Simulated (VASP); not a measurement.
# Sn2GeO2 (P6mm) in VASP: relaxation of cell and atoms with PBE

Aim: the relaxation of cell and atoms of Sn2GeO2 with PBE.

All numbers are computed with VASP 6.6.1; they aren't measurements. Logs are shortened: lines on timing, memory, paths and dates and some standing lists are left out, and cuts for length are marked.

### Step 1. The structure

It takes space group P6mm (No. 183, hexagonal). The conventional cell has a = 5.201 Å, b = 5.201 Å, c = 4.387 Å, α = 90.00°, β = 90.00°, γ = 120.00°. Sn (site symmetry 3m) has 2 O at 2.06 to 2.33 Å as nearest neighbours. Ge (site symmetry 6mm) is surrounded by 6 O at 3.12 Å and 6 Sn at 3.24 Å. Around O (site symmetry 3m) lie 2 Sn at 2.06 to 2.33 Å.

The cell was built by a generator and needn't be a form met in nature.

### Step 2. Relaxation of cell and atoms, PBE

Input file INCAR:

```
  PREC = Normal
  ENCUT = 520
  EDIFF = 1E-4
  ISMEAR = 0
  SIGMA = 0.15
  LREAL = False
  LASPH = True
  NELM = 60
  ALGO = Fast
  ISIF = 3
  LWAVE = False
  LCHARG = False
  GGA = PE
  IBRION = 2
  NSW = 24
  EDIFFG = -0.08
```

Input file KPOINTS:

```
regular mesh
0
Gamma
  3 3 3
```

Input file POSCAR:

```
Sn2GeO2
1.0
    5.2011346000      0.0000000000      0.0000000000
   -2.6005673000      4.5043146900      0.0000000000
    0.0000000000      0.0000000000      4.3873356400
Sn Ge O
2 1 2
Direct
    0.3333333300      0.6666666700      0.2344025600
    0.6666666700      0.3333333300      0.2344025600
    0.0000000000      0.0000000000      0.5132644100
    0.3333333300      0.6666666700      0.7041143100
    0.6666666700      0.3333333300      0.7041143100
```

Potentials or basis: VASP PAW PBE potentials, release 64 (Sn_d, Ge_d, O).

The run is started by

```bash
$ cat potpaw_PBE.64/Sn_d/POTCAR potpaw_PBE.64/Ge_d/POTCAR potpaw_PBE.64/O/POTCAR > POTCAR
$ mpirun -np 1 vasp_std > vasp.out
```

OUTCAR:

```text
PREC = Normal
   ENCUT = 520
   EDIFF = 1E-4
   ISMEAR = 0
   LREAL = False
   LASPH = True
   NELM = 60
   ISIF = 3
   GGA = PE
   IBRION = 2
   NSW = 24
   EDIFFG = -0.08

 ion  position               nearest neighbor table
   1  0.333  0.667  0.234-   4 2.06   4 2.33   2 3.00   2 3.00   2 3.00   3 3.24   3 3.24   3 3.24

   2  0.667  0.333  0.234-   5 2.06   5 2.33   1 3.00   1 3.00   1 3.00   3 3.24   3 3.24   3 3.24

   3  0.000  0.000  0.513-   1 3.24   2 3.24   1 3.24   2 3.24   2 3.24   1 3.24
   4  0.333  0.667  0.704-   1 2.06   1 2.33
   5  0.667  0.333  0.704-   2 2.06   2 2.33

  LATTYP: Found a hexagonal cell.
 ALAT       =     5.2011346000
 C/A-ratio  =     0.8435343396

  Lattice vectors:

 A1 = (   5.2011346000,   0.0000000000,   0.0000000000)
 A2 = (  -2.6005673000,   4.5043146900,   0.0000000000)
 A3 = (   0.0000000000,   0.0000000000,   4.3873356400)

Analysis of symmetry for initial positions (statically):
=====================================================================
 Subroutine PRICEL returns:
 Original cell was already a primitive cell.

 Routine SETGRP: Setting up the symmetry group for a
 hexagonal supercell.

 Subroutine GETGRP returns: Found 12 space group operations
 (whereof 12 operations were pure point group operations)
 out of a pool of 24 trial point group operations.

The static configuration has the point symmetry C_6v.

Analysis of symmetry for dynamics (positions and initial velocities):
=====================================================================
 Subroutine PRICEL returns:
 Original cell was already a primitive cell.

 Routine SETGRP: Setting up the symmetry group for a
 hexagonal supercell.

 Subroutine GETGRP returns: Found 12 space group operations
 (whereof 12 operations were pure point group operations)
 out of a pool of 24 trial point group operations.

The dynamic configuration has the point symmetry C_6v.

 Subroutine INISYM returns: Found 12 space group operations
 (whereof 12 operations are pure point group operations),
 and found     1 'primitive' translations

----------------------------------------------------------------------------------------

                                     Primitive cell

  volume of cell :     102.7845

  direct lattice vectors                    reciprocal lattice vectors
     5.201134600  0.000000000  0.000000000     0.192265741  0.111004678  0.000000000
    -2.600567300  4.504314690  0.000000000     0.000000000  0.222009355  0.000000000
     0.000000000  0.000000000  4.387335640     0.000000000  0.000000000  0.227928766

  length of vectors
     5.201134600  5.201134598  4.387335640     0.222009355  0.222009355  0.227928766

  position of ions in fractional coordinates (direct lattice)
     0.333333330  0.666666670  0.234402560
     0.666666670  0.333333330  0.234402560
     0.000000000  0.000000000  0.513264410
     0.333333330  0.666666670  0.704114310
     0.666666670  0.333333330  0.704114310

  ion indices of the primitive-cell ions
   primitive index   ion index
                 1           1
                 2           2
                 3           3
                 4           4
                 5           5

----------------------------------------------------------------------------------------

 KPOINTS: regular mesh

Automatic generation of k-mesh.
 Grid dimensions read from file:
 generate k-points for:    3    3    3

 Generating k-lattice:

  Cartesian coordinates                     Fractional coordinates (reciprocal lattice)
     0.064088580  0.037001559  0.000000000     0.333333333 -0.000000000  0.000000000
     0.000000000  0.074003118  0.000000000     0.000000000  0.333333333  0.000000000
     0.000000000  0.000000000  0.075976255     0.000000000  0.000000000  0.333333333

  Length of vectors
     0.074003118  0.074003118  0.075976255

  Shift w.r.t. Gamma in fractional coordinates (k-lattice)
     0.000000000  0.000000000  0.000000000

 Subroutine IBZKPT returns following result:
 ===========================================

 Found      6 irreducible k-points:

 Following reciprocal coordinates:
            Coordinates               Weight
  0.000000  0.000000  0.000000      1.000000
  0.333333  0.000000  0.000000      6.000000
  0.333333  0.333333  0.000000      2.000000
  0.000000  0.000000  0.333333      2.000000
  0.333333  0.000000  0.333333     12.000000
  0.333333  0.333333  0.333333      4.000000
   k-points           NKPTS =      6   k-points in BZ     NKDIM =      6   number of bands    NBANDS=     32
   number of dos      NEDOS =    301   number of ions     NIONS =      5
   total plane-waves  NPLWV =  21600
   dimension x,y,z NGX =    30 NGY =   30 NGZ =   24
   dimension x,y,z NGXF=    60 NGYF=   60 NGZF=   48
   ions per type =               2   1   2
   NGX,Y,Z   is equivalent  to a cutoff of   9.59,  9.59,  9.09 a.u.
   NGXF,Y,Z  is equivalent  to a cutoff of  19.18, 19.18, 18.19 a.u.
 SYSTEM =  unknown system
   PREC   = normal    normal or accurate (medium, high low for compatibility)
   ISTART =      0    job   : 0-new  1-cont  2-samecut
   ICHARG =      2    charge: 1-file 2-atom 10-const
   ISPIN  =      1    spin polarized calculation?
   LNONCOLLINEAR =      F non collinear calculations
   LSORBIT =      F    spin-orbit coupling
   LASPH  =      T    aspherical Exc in radial PAW
   ENCUT  =  520.0 eV  38.22 Ry    6.18 a.u.   9.67  9.67  8.16*2*pi/ulx,y,z
   NELM   =     60;   NELMIN=  2; NELMDL= -5     # of ELM steps
   EDIFF  = 0.1E-03   stopping-criterion for ELM
   LREAL  =      F    real-space projection
   EDIFFG = -.8E-01   stopping-criterion for IOM
   NSW    =     24    number of steps for IOM
   IBRION =      2    ionic relax: 0-MD 1-quasi-New 2-CG
   NFREE  =      1    steps in history (QN), initial steepest desc. (CG)
   ISIF   =      3    stress and relaxation
   ISYM   =      2    0-nonsym 1-usesym 2-fastsym
   POTIM  = 0.5000    time-step for ionic-motion
   TEBEG  =    0.0;   TEEND  =   0.0 temperature during run
   PSTRESS=    0.0 pullay stress
   NELECT =      54.0000    total number of electrons
   NUPDOWN=      -1.0000    fix difference up-down
   EMIN   =  10.00;   EMAX   =-10.00  energy-range for DOS
   EFERMI =   0.00;   METHOD = LEGACY
   ISMEAR =     0;   SIGMA  =   0.15  broadening in eV -4-tet -1-fermi 0-gaus
   EFERMI_NEDOS =   21; number of points for ismear=-14 and -15
   IALGO  =     68    algorithm
   IMIX   =      4    mixing-type and parameters
     AMIX     =   0.40;   BMIX     =  1.00
     AMIX_MAG =   1.60;   BMIX_MAG =  1.00
  volume/ion in A,a.u.               =      20.56       138.72
  Fermi-wavevector in a.u.,A,eV,Ry     =   1.320982  2.496294 23.742073  1.744993
  Thomas-Fermi vector in A             =   2.450769
   LORBIT       =      0    0 simple, 1 ext, 2 COOP (PROOUT), +10 PAW based schemes
   GGA     = PE    functional components
   LHFCALC =     F    Hartree Fock is set to
   AEXX    =    0.0000 exact exchange contribution
   IVDW    =     0    specifies the selected vdW correction
   LEPSILON=     F    determine dielectric tensor
   LRPA    =     F    only Hartree local field effects (RPA)
 conjugate gradient relaxation of ions
 non-spin polarized calculation
 RMM-DIIS sequential band-by-band and
 Gauss-broadening in eV      SIGMA  =   0.15
  energy-cutoff  :      520.00
  volume of cell :      102.78
 maximum number of plane-waves:      2782
   NGX = 19   NGY = 19   NGZ = 17

--------------------------------------- Ionic step        1  -------------------------------------------

 number of electron      54.0000037 magnetization

 Free energy of the ion-electron system (eV)
  ---------------------------------------------------
  ext. energy  EPLUGINS =         0.00000000
  ---------------------------------------------------
  free energy    TOTEN  =       -22.72725583 eV

  energy without entropy =      -22.70189812  energy(sigma->0) =      -22.71457697

 E-fermi :   4.8997     XC(G=0):  -9.8422

 val. band max:        4.7326340067   @ k =   0.3333   0.0000   0.0000
 cond. band min:       5.0441601031   @ k =   0.3333   0.0000   0.3333
 fundamental gap:      0.3115260964
 Fermi energy:         4.8996710096

 k-point     1 :       0.0000    0.0000    0.0000
  band No.  band energies     occupation
      1     -20.7005      2.00000
      2     -20.7005      2.00000
      3     -20.6949      2.00000
      4     -20.6941      2.00000
      5     -20.6941      2.00000
      6     -16.6135      2.00000
[... 309 lines left out ...]
  FREE ENERGIE OF THE ION-ELECTRON SYSTEM (eV)
  ---------------------------------------------------
  free  energy   TOTEN  =       -23.1021465560 eV

  energy  without entropy=      -23.0906693026  energy(sigma->0) =      -23.09640793

[... ionic steps 4 to 15 ...]

--------------------------------------- Ionic step       16  -------------------------------------------

 number of electron      53.9999992 magnetization

------------------------ aborting loop because EDIFF is reached ----------------------------------------

  FORCE on cell =-STRESS in cart. coord.  units (eV):
  Direction    XX          YY          ZZ          XY          YZ          ZX
  --------------------------------------------------------------------------------------
  -------------------------------------------------------------------------------------
  Total       -0.0531149     -0.0531149     -0.2288753      0.0000000     -0.0000000      0.0000000
  in kB       -0.8911659     -0.8911659     -3.8400848      0.0000000     -0.0000000      0.0000000
  external PRESSURE =      -1.8741388 kB  Pullay stress =       0.0000000 kB
[... 63 lines left out ...]
  energy  without entropy=      -23.1663549313  energy(sigma->0) =      -23.17294801

--------------------------------------- Ionic step       18  -------------------------------------------

 number of electron      54.0000000 magnetization

 Free energy of the ion-electron system (eV)
  ---------------------------------------------------
  ext. energy  EPLUGINS =         0.00000000
  ---------------------------------------------------
  free energy    TOTEN  =       -23.18019722 eV

  energy without entropy =      -23.16692016  energy(sigma->0) =      -23.17355869

 E-fermi :   5.7558     XC(G=0): -10.1974

 val. band max:        5.5344411819   @ k =   0.3333   0.0000   0.0000
 cond. band min:       5.8207506058   @ k =   0.0000   0.0000   0.3333
 fundamental gap:      0.2863094239
 Fermi energy:         5.7557668136

 k-point     1 :       0.0000    0.0000    0.0000
  band No.  band energies     occupation
      1     -19.7155      2.00000
      2     -19.7148      2.00000
      3     -19.7148      2.00000
      4     -19.7123      2.00000
      5     -19.7123      2.00000
      6     -16.0793      2.00000
[... 231 lines left out ...]
  FREE ENERGIE OF THE ION-ELECTRON SYSTEM (eV)
  ---------------------------------------------------
  free  energy   TOTEN  =       -23.1801972226 eV

  energy  without entropy=      -23.1669201564  energy(sigma->0) =      -23.17355869

 reached required accuracy - stopping structural energy minimisation
```

Run time: 70 s. Hardware: 1 thread of Intel Xeon 6975P-C (Granite Rapids), shared host; peak memory 0.17 GiB.

What came out:

* Free energy: -23.1802 eV
* Relaxed volume: 19.11 Å³/atom
* Relaxed cell: a = 5.165 Å, b = 5.165 Å, c = 4.136 Å, α = 90.00°, β = 90.00°, γ = 120.00°
* Space group after relaxing (to 0.05 Å): P6mm (No. 183)
* Energy gained by relaxing: 90.6 meV/atom
* Ionic steps: 18
* Pressure after relaxing: 0.1 GPa
* Largest force after relaxing: 0.072 eV/Å
* Band gap on the k mesh: none (metal or under the smearing width)

Forces on the atoms (eV/Å):
```
Sn   0.000  0.000  0.014
Sn   0.000  0.000  0.014
Ge   0.000  0.000 -0.072
O    0.000  0.000  0.022
O    0.000  0.000  0.022
```

Step by step:
```tsv
step	energy change (eV)	largest force (eV/Å)	pressure (GPa)	volume (Å³)
1	0.0000	0.9672	-4.92	102.78
2	-0.3751	1.0889	1.98	93.59
3	-0.3749	1.0623	3.02	93.39
4	-0.2444	2.0190	4.44	93.23
5	-0.4296	0.1748	2.36	93.33
6	-0.4357	0.1371	-1.70	96.64
7	-0.4502	0.1242	0.05	95.11
8	-0.4503	0.1179	-0.03	95.07
9	-0.4452	0.1512	1.12	94.20
10	-0.4502	0.1288	0.00	94.98
11	-0.4501	0.1216	0.57	94.91
12	-0.4502	0.1219	0.60	94.94
13	-0.4516	0.1096	0.11	95.36
14	-0.4516	0.1160	0.11	95.35
15	-0.4523	0.0724	-0.47	95.51
16	-0.4522	0.1232	-0.19	95.49
17	-0.4523	0.0960	0.04	95.51
18	-0.4529	0.0723	0.06	95.56
```

Final structure:
```yaml
crystal:
  lattice:
    - [5.16493, 0.00000, 0.00000]
    - [-2.58246, 4.47296, 0.00000]
    - [0.00000, 0.00000, 4.13648]
  atoms:
    - { symbol: Sn, position: [0.33333, 0.66667, 0.21709] }
    - { symbol: Sn, position: [0.66667, 0.33333, 0.21709] }
    - { symbol: Ge, position: [0.00000, 0.00000, 0.51215] }
    - { symbol: O, position: [0.33333, 0.66667, 0.72199] }
    - { symbol: O, position: [0.66667, 0.33333, 0.72199] }
```

Caveat: the k mesh is coarse (spacing up to 0.48 Å⁻¹), so the values aren't converged; the relaxation stopped at a loose force limit of 0.08 eV/Å, so its end isn't a converged minimum.
